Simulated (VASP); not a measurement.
# YSi2Ru2: which input changes matter, part 3 of 4

Aim: change the input of a sound run on YSi2Ru2 piece by piece and see what each change does. All runs use LDA. The start is a cell from a database of measured crystal structures.

VASP 6.6.1; LDA; plane waves and PAW (Y_sv, Si, Ru_pv).

Still holding for the runs below: This run has no spin polarisation. Its electron count is odd, so without a moment it is a metal by construction.

So far. Step 2 (Reference run): The pressure is -7.60 GPa and the largest force 1.282 eV/Å, so the cell is not at a minimum at these settings.

The database entry behind the starting cell has ideal inner coordinates that were not refined, so it need not match the best structure at ambient conditions.

**6. Full relaxation (LDA), changed input**

Properties are meant for the cell that this level of theory prefers, so cell and atoms are relaxed first (ISIF = 3) until forces and stress are small; EDIFFG sets the threshold. Some settings are moved from the usual, to see what they do.

INCAR reads:

```
SYSTEM = YSi2Ru2
PREC = Accurate
ENCUT = 400
EDIFF = 1E-06
NELM = 100
ISMEAR = -1
SIGMA = 0.05
LREAL = .FALSE.
ALGO = Normal
GGA = CA
NBANDS = 29
LASPH = .TRUE.
LORBIT = 11
LWAVE = .FALSE.
LCHARG = .FALSE.
KPAR = 4
IBRION = 2
NSW = 60
ISIF = 3
EDIFFG = -0.05
```

POSCAR reads:

```
YSi2Ru2
1.0
   -4.1557000000      0.0000000000      0.0000000000
    0.0000000000      4.1557000000      0.0000000000
    2.0778500000     -2.0778500000     -4.7685500000
Y Si Ru
1 2 2
Direct
    0.0000000000      0.0000000000      0.0000000000
    0.6250000000      0.6250000000      0.2500000000
    0.3750000000      0.3750000000      0.7500000000
    0.7500000000      0.2500000000      0.5000000000
    0.2500000000      0.7500000000      0.5000000000
```

KPOINTS reads:

```
Automatic mesh
0
Gamma
7 7 7
0 0 0
```

PAW data sets: Y_sv, Si and Ru_pv (LDA family, release 64).

Launch:

```
> mpirun -np 4 vasp_std
```

The log of the run:

```text
[... set-up lines as in an earlier step ...]
 entering main loop
       N       E                     dE             d eps       ncg     rms          rms(c)
DAV:   1     0.334823272018E+03    0.33482E+03   -0.22925E+04  2496   0.131E+03
DAV:   2    -0.311893383219E+02   -0.36601E+03   -0.35224E+03  2569   0.389E+02
DAV:   3    -0.467189561588E+02   -0.15530E+02   -0.15019E+02  3202   0.700E+01
DAV:   4    -0.472503934806E+02   -0.53144E+00   -0.53024E+00  3372   0.106E+01
DAV:   5    -0.472569746064E+02   -0.65811E-02   -0.65796E-02  3050   0.127E+00    0.333E+01
DAV:   6    -0.452806588843E+02    0.19763E+01   -0.79703E+00  2635   0.176E+01    0.190E+01
DAV:   7    -0.451544643440E+02    0.12619E+00   -0.41875E+00  3494   0.111E+01    0.163E+01
DAV:   8    -0.448315400865E+02    0.32292E+00   -0.18809E+00  2752   0.848E+00    0.542E+00
DAV:   9    -0.448248153092E+02    0.67248E-02   -0.13763E-01  2730   0.211E+00    0.980E-01
DAV:  10    -0.448243451043E+02    0.47020E-03   -0.50157E-03  2855   0.418E-01    0.261E-01
DAV:  11    -0.448243116633E+02    0.33441E-04   -0.82328E-04  2808   0.205E-01    0.103E-01
DAV:  12    -0.448242805661E+02    0.31097E-04   -0.19427E-04  2905   0.951E-02    0.324E-02
DAV:  13    -0.448242793275E+02    0.12386E-05   -0.15028E-05  3065   0.222E-02    0.133E-02
DAV:  14    -0.448242794662E+02   -0.13867E-06   -0.71732E-07  1736   0.532E-03
   1 F= -.44824279E+02 E0= -.44815446E+02  d E =-.448243E+02
 curvature:   0.00 expect dE= 0.000E+00 dE for cont linesearch  0.000E+00
 trial: gam= 0.00000 g(F)=  0.159E+00 g(S)=  0.457E+00 ort = 0.000E+00 (trialstep = 0.100E+01)
 search vector abs. value=  0.616E+00
 bond charge predicted
       N       E                     dE             d eps       ncg     rms          rms(c)
DAV:   1    -0.544785398231E+02   -0.96543E+01   -0.18334E+02  2350   0.117E+02    0.413E+01
DAV:   2    -0.477093794399E+02    0.67692E+01   -0.81766E+01  2533   0.622E+01    0.174E+01
DAV:   3    -0.447734258730E+02    0.29360E+01   -0.13799E+01  2779   0.250E+01    0.487E+00
DAV:   4    -0.445479543606E+02    0.22547E+00   -0.14715E+00  3354   0.682E+00    0.467E+00
DAV:   5    -0.445615359850E+02   -0.13582E-01   -0.10846E-01  3405   0.158E+00    0.350E+00
DAV:   6    -0.445814438445E+02   -0.19908E-01   -0.12838E-01  3982   0.134E+00    0.815E-01
DAV:   7    -0.445823013417E+02   -0.85750E-03   -0.64126E-03  2651   0.474E-01    0.526E-01
DAV:   8    -0.445831145805E+02   -0.81324E-03   -0.51854E-03  3687   0.307E-01    0.107E-01
DAV:   9    -0.445830725965E+02    0.41984E-04   -0.38546E-04  2706   0.120E-01    0.804E-02
DAV:  10    -0.445830678197E+02    0.47768E-05   -0.59684E-05  3234   0.384E-02    0.151E-02
DAV:  11    -0.445830680247E+02   -0.20500E-06   -0.49390E-06  3027   0.108E-02
   2 F= -.44583068E+02 E0= -.44576763E+02  d E =0.241211E+00
[...]
3 F= -.44944887E+02 E0= -.44937253E+02  d E =-.120607E+00
[...]
4 F= -.44944968E+02 E0= -.44937360E+02  d E =-.120689E+00
[...]
5 F= -.44960914E+02 E0= -.44953004E+02  d E =-.159457E-01
[...]
6 F= -.44961687E+02 E0= -.44953665E+02  d E =-.167186E-01
 curvature:  -0.57 expect dE=-0.104E-02 dE for cont linesearch -0.414E-06
 trial: gam= 0.05202 g(F)=  0.162E-04 g(S)=  0.182E-02 ort = 0.153E-03 (trialstep = 0.926E+00)
 search vector abs. value=  0.193E-02
 bond charge predicted
       N       E                     dE             d eps       ncg     rms          rms(c)
DAV:   1    -0.449690887816E+02   -0.74024E-02   -0.22511E-01  2328   0.315E+00    0.504E-01
DAV:   2    -0.449642505210E+02    0.48383E-02   -0.11456E-02  2648   0.779E-01    0.273E-01
DAV:   3    -0.449632116151E+02    0.10389E-02   -0.46138E-03  2678   0.518E-01    0.138E-01
DAV:   4    -0.449628416592E+02    0.36996E-03   -0.12387E-03  2893   0.239E-01    0.461E-02
DAV:   5    -0.449628414023E+02    0.25688E-06   -0.81633E-05  2889   0.543E-02    0.257E-02
DAV:   6    -0.449628408618E+02    0.54052E-06   -0.44349E-06  2722   0.120E-02
   7 F= -.44962841E+02 E0= -.44954695E+02  d E =-.115417E-02
 trial-energy change:   -0.001154  1 .order   -0.001178   -0.001703   -0.000653
 step:   1.6913(harm=  1.5015)  dis= 0.00338  next Energy=   -44.963098 (dE=-0.141E-02)
 reached required accuracy - stopping structural energy minimisation
```

Run time: 96 s. Hardware: 4 MPI ranks of Intel Xeon Platinum 8259CL at 2.50GHz (Skylake/Cascade Lake), shared host; peak memory 0.9 GiB; 5.9 min of CPU time.

Parts of OUTCAR (step 6):

```text
   NELECT =      47.0000    total number of electrons

 E-fermi :   8.7669

 k-point     1 :       0.0000    0.0000    0.0000
  band No.  band energies     occupation
    ...
     20       7.9447      2.00000
     21       8.2780      1.99989
     22       8.4111      1.99838
     23       8.4111      1.99838
     24       8.5389      1.97928
     25       8.8479      0.33026
     26      10.3388      0.00000
     27      11.8522      0.00000
     28      12.1404      0.00000
     29      12.1404      0.00000

  Total        0.0258229      0.0258229     -0.1695795      0.0000000      0.0000000     -0.0000000
  in kB        0.5193333      0.5193333     -3.4104775      0.0000000      0.0000000     -0.0000000
  external PRESSURE =      -0.7906036 kB  Pullay stress =       0.0000000 kB

 POSITION                                       TOTAL-FORCE (eV/Angst)
 -----------------------------------------------------------------------------------
     -2.05338     -2.05338     -4.72356         0.000000      0.000000      0.000000
     -2.05338      2.05338     -1.23487        -0.000000      0.000000     -0.011778
      0.00000      0.00000     -3.48869         0.000000     -0.000000      0.011778
     -2.05338      0.00000     -2.36178        -0.000000      0.000000      0.000000
      0.00000      2.05338     -2.36178         0.000000     -0.000000      0.000000
 -----------------------------------------------------------------------------------
    total drift:                               -0.000000     -0.000000     -0.000000

  FREE ENERGIE OF THE ION-ELECTRON SYSTEM (eV)
  ---------------------------------------------------
  free  energy   TOTEN  =       -44.9628408618 eV

  energy  without entropy=      -44.9465489249  energy(sigma->0) =      -44.95469489

 reached required accuracy - stopping structural energy minimisation

[... 7 parts as in an earlier step ...]

[... 10 further parts left out ...]
```

CONTCAR:

```
YSi2Ru2
   1.00000000000000
    -4.1067652544754685   -0.0000000000000000   -0.0000000000000000
    -0.0000000000000000    4.1067652544754685    0.0000000000000000
     2.0533826272377342   -2.0533826272377342   -4.7235564844685287
  Y               Si              Ru
     1     2     2
Direct
     1.0000000000000000    0.0000000000000000    1.0000000000000000
     0.6307138500021005    0.6307138500021005    0.2614277000042006
     0.3692861499978997    0.3692861499978997    0.7385722999957993
     0.7500000000000000    0.2500000000000000    0.5000000000000000
     0.2500000000000000    0.7500000000000000    0.5000000000000000
```

The run keeps the 16 symmetry operations of its start, so it cannot find a distortion of lower symmetry.

Relaxation path:

| step | energy less that of the first step (eV) | largest force (eV/Å) | pressure (GPa) | volume (Å³) |
| --- | --- | --- | --- | --- |
| 1 | 0.0000 | 1.2825 | -7.60 | 82.35 |
| 2 | 0.2412 | 1.1193 | 19.78 | 73.39 |
| 3 | -0.1206 | 0.5076 | 0.82 | 78.89 |
| 4 | -0.1207 | 0.4868 | 1.05 | 78.80 |
| 5 | -0.1366 | 0.1058 | 0.18 | 79.48 |
| 6 | -0.1374 | 0.0130 | -0.03 | 79.66 |
| 7 | -0.1386 | 0.0118 | -0.08 | 79.67 |

| conventional cell, symmetrised | before | after | change |
| --- | --- | --- | --- |
| a (Å) | 4.156 | 4.107 | -1.2 % |
| b (Å) | 4.156 | 4.107 | -1.2 % |
| c (Å) | 9.537 | 9.447 | -0.9 % |
| volume (Å³/atom) | 16.47 | 15.93 | -3.3 % |

The atoms that moved most (Å, as changes of fractional coordinates times the final cell):

| atom | dx | dy | dz | length |
| --- | --- | --- | --- | --- |
| Si3 | 0.000 | 0.000 | 0.054 | 0.054 |
| Si2 | 0.000 | 0.000 | -0.054 | 0.054 |

Final coordinates:

```
Y Si Ru
1.0
    -4.10677    0.00000    0.00000
     0.00000    4.10677    0.00000
     2.05338   -2.05338   -4.72356
Y Si Ru
1 2 2
Cartesian
  0.0000 0.0000 0.0000
  -2.0534 2.0534 -1.2349
  0.0000 0.0000 -3.4887
  -2.0534 0.0000 -2.3618
  0.0000 2.0534 -2.3618
```

Numbers from this step:

```
bands                           : 29
free energy (TOTEN)             : -44.96 eV
energy at zero smearing         : -44.95 eV
Fermi energy                    : 8.767 eV
pressure                        : -0.07906 GPa
SCF cycles over all ionic steps : 65
```

It ends with a largest force of 0.012 eV/Å and a pressure of -0.08 GPa.

**7. Full relaxation (LDA), changed input, try 2**

This run is made with a changed input; what comes of it follows.

INCAR reads:

```
SYSTEM = YSi2Ru2
PREC = Accurate
ENCUT = 400
EDIFF = 1E-06
NELM = 81
ISMEAR = -1
SIGMA = 0.05
LREAL = .FALSE.
ALGO = Normal
GGA = CA
NBANDS = 21
LASPH = .TRUE.
LORBIT = 11
LWAVE = .FALSE.
LCHARG = .FALSE.
KPAR = 4
IBRION = 2
NSW = 30
ISIF = 3
EDIFFG = -0.01
```

POSCAR is that of step 6.

KPOINTS is that of step 6.

Launch:

```
> mpirun -np 4 vasp_std
```

The log of the run:

```text
[banner, memory and clock lines left out]
running    4 mpi-ranks, on    1 nodes
[...]
LDA part: xc-table for (Slater(with rela. corr.)+CA(PZ))
 , standard interpolation
|                                                                             |
|     EEEEEEE  RRRRRR   RRRRRR   OOOOOOO  RRRRRR      ###     ###     ###     |
|     E        R     R  R     R  O     O  R     R     ###     ###     ###     |
|     E        R     R  R     R  O     O  R     R     ###     ###     ###     |
|     EEEEE    RRRRRR   RRRRRR   O     O  RRRRRR       #       #       #      |
|     E        R   R    R   R    O     O  R   R                               |
|     E        R    R   R    R   O     O  R    R      ###     ###     ###     |
|     EEEEEEE  R     R  R     R  OOOOOOO  R     R     ###     ###     ###     |
|                                                                             |
|     The number of bands is not sufficient to hold all electrons. I am       |
|     sorry, but this calculation does not make sense. If you want to         |
|     calculate only selected states, you need to set either EFERMI or        |
|     EREF. EREF specifies around which energy states are supposed to be      |
|     calculated.                                                             |
|     I found NBANDS = 21, NELECT = 47.                                       |
|                                                                             |
|       ---->  I REFUSE TO CONTINUE WITH THIS SICK JOB ... BYE!!! <----       |
|                                                                             |

1
1
1
1
```

Wall time 5.2 s (4 MPI ranks).

VASP stopped before it finished a first electronic cycle.

VASP's message: “The number of bands is not sufficient to hold all electrons. I am sorry, but this calculation does not make sense. If you want to”. No number of this run is used.

The fault in the input: too few bands (NBANDS = 21). Raise NBANDS over half the electron count, with some empty bands.

**8. Total energy, forces and stress (LDA), changed input**

A single point gives energy, forces and stress at these settings. Some settings are moved from the usual, to see what they do.

INCAR reads:

```
SYSTEM = YSi2Ru2
PREC = Accurate
ENCUT = 400
EDIFF = 1E-06
NELM = 100
ISMEAR = -1
SIGMA = 0.05
LREAL = .FALSE.
ALGO = Fast
GGA = CA
NBANDS = 29
LASPH = .TRUE.
LORBIT = 11
LWAVE = .FALSE.
LCHARG = .FALSE.
KPAR = 4
ISIF = 2
IMIX = 1
AMIX = 0.4
```

POSCAR is that of step 7.

KPOINTS is that of step 7.

Launch:

```
> mpirun -np 4 vasp_std
```

The log of the run:

```text
[... set-up lines as in an earlier step ...]
 entering main loop
       N       E                     dE             d eps       ncg     rms          rms(c)
[... 5 cycles as in an earlier step ...]
RMM:   6    -0.451889777553E+02    0.20680E+01   -0.66916E+00  2518   0.149E+01    0.188E+01
RMM:   7    -0.448404251553E+02    0.34855E+00   -0.22526E+00  2986   0.637E+00    0.156E+01
RMM:   8    -0.448165631531E+02    0.23862E-01   -0.10973E+00  2899   0.558E+00    0.966E+00
RMM:   9    -0.448285052244E+02   -0.11942E-01   -0.44759E-01  3174   0.293E+00    0.680E+00
RMM:  10    -0.448251398212E+02    0.33654E-02   -0.16356E-01  2911   0.210E+00    0.345E+00
RMM:  11    -0.448235486310E+02    0.15912E-02   -0.76574E-02  2940   0.152E+00    0.216E+00
RMM:  12    -0.448236457302E+02   -0.97099E-04   -0.37095E-02  3100   0.974E-01    0.883E-01
RMM:  13    -0.448240732825E+02   -0.42755E-03   -0.21302E-02  3082   0.719E-01    0.634E-01
RMM:  14    -0.448241225222E+02   -0.49240E-04   -0.96031E-03  3080   0.511E-01    0.234E-01
RMM:  15    -0.448242202255E+02   -0.97703E-04   -0.55841E-03  3140   0.376E-01    0.204E-01
RMM:  16    -0.448242396348E+02   -0.19409E-04   -0.26619E-03  3183   0.265E-01    0.995E-02
RMM:  17    -0.448242610387E+02   -0.21404E-04   -0.15080E-03  3180   0.198E-01    0.830E-02
RMM:  18    -0.448242680807E+02   -0.70419E-05   -0.76780E-04  3196   0.139E-01    0.604E-02
RMM:  19    -0.448242743966E+02   -0.63160E-05   -0.43428E-04  3199   0.103E-01    0.412E-02
RMM:  20    -0.448242763603E+02   -0.19637E-05   -0.22388E-04  3237   0.737E-02    0.355E-02
RMM:  21    -0.448242778276E+02   -0.14673E-05   -0.12468E-04  3106   0.553E-02    0.217E-02
RMM:  22    -0.448242783749E+02   -0.54722E-06   -0.65292E-05  3138   0.396E-02    0.198E-02
RMM:  23    -0.448242788083E+02   -0.43344E-06   -0.36301E-05  3068   0.298E-02    0.115E-02
RMM:  24    -0.448242790464E+02   -0.23810E-06   -0.19828E-05  2884   0.216E-02    0.106E-02
RMM:  25    -0.448242792348E+02   -0.18834E-06   -0.11331E-05  2777   0.162E-02    0.603E-03
RMM:  26    -0.448242793300E+02   -0.95264E-07   -0.64071E-06  2589   0.121E-02
   1 F= -.44824279E+02 E0= -.44815447E+02  d E =-.176647E-01
```

Wall time 43 s (4 MPI ranks); peak memory 0.77 GiB.

OUTCAR, selected parts (step 8):

```text
   NELECT =      47.0000    total number of electrons

 E-fermi :   8.3654

 k-point     1 :       0.0000    0.0000    0.0000
  band No.  band energies     occupation
    ...
     20       7.5878      2.00000
     21       7.6923      2.00000
     22       8.0709      1.99447
     23       8.0709      1.99447
     24       8.1615      1.96668
     25       8.5189      0.08871
     26       9.8882      0.00000
     27      11.3025      0.00000
     28      11.3412      0.00000
     29      11.3412      0.00000

  Total       -4.4054463     -4.4054463     -2.8396750      0.0000000     -0.0000000     -0.0000000
  in kB      -85.7088720    -85.7088720    -55.2464670      0.0000000     -0.0000000     -0.0000000
  external PRESSURE =     -75.5547370 kB  Pullay stress =       0.0000000 kB

 POSITION                                       TOTAL-FORCE (eV/Angst)
 -----------------------------------------------------------------------------------
      0.00000      0.00000      0.00000        -0.000000      0.000000     -0.000000
     -2.07785      2.07785     -1.19214         0.000000     -0.000000     -1.283199
      0.00000      0.00000     -3.57641        -0.000000      0.000000      1.283199
     -2.07785      0.00000     -2.38428         0.000000     -0.000000     -0.000000
      0.00000      2.07785     -2.38428        -0.000000     -0.000000     -0.000000
 -----------------------------------------------------------------------------------
    total drift:                               -0.000000      0.000000     -0.000000

  FREE ENERGIE OF THE ION-ELECTRON SYSTEM (eV)
  ---------------------------------------------------
  free  energy   TOTEN  =       -44.8242793300 eV

  energy  without entropy=      -44.8066146562  energy(sigma->0) =      -44.81544699

[... 8 parts as in an earlier step ...]

[... 9 further parts left out ...]
```

ALGO, IMIX and AMIX act on the way to self-consistency or on speed; a fully converged result doesn't depend on them, though slow mixing can meet EDIFF with the stress still off.

This step gave:

| Quantity | Value |
| --- | --- |
| SCF cycles | 26 |
| free energy (TOTEN) | -44.82 eV |
| energy at zero smearing | -44.82 eV |
| Fermi energy | 8.365 eV |
| pressure | -7.555 GPa |

Force by atom:

| atom | x (eV/Å) | y (eV/Å) | z (eV/Å) | size |
| --- | --- | --- | --- | --- |
| Y1 | 0.00 | 0.00 | 0.00 | 0.00 |
| Si2 | 0.00 | 0.00 | -1.28 | 1.28 |
| Si3 | 0.00 | 0.00 | 1.28 | 1.28 |
| Ru4 | 0.00 | 0.00 | 0.00 | 0.00 |
| Ru5 | 0.00 | 0.00 | 0.00 | 0.00 |

Against the reference run the energy at zero smearing moves by -0.00 meV an atom and the pressure by +0.04 GPa.

(Continued in part 4 of 4.)

[Lines on the potential files, build, host, timing and source positions are cut from VASP's logs without a mark.]

[Logs are printed without paths, hosts, clocks, repeated set-up lines and the standing remarks that a program may print on its own settings, such as how far it seeks lower states.]

[Hosts, paths, dates, database ids (printed as entryN), source tags and the programs' standing remarks are cut or masked in the printed files.]

[A measured line is paired with the nearest computed mode of its activity, which favours agreement.]
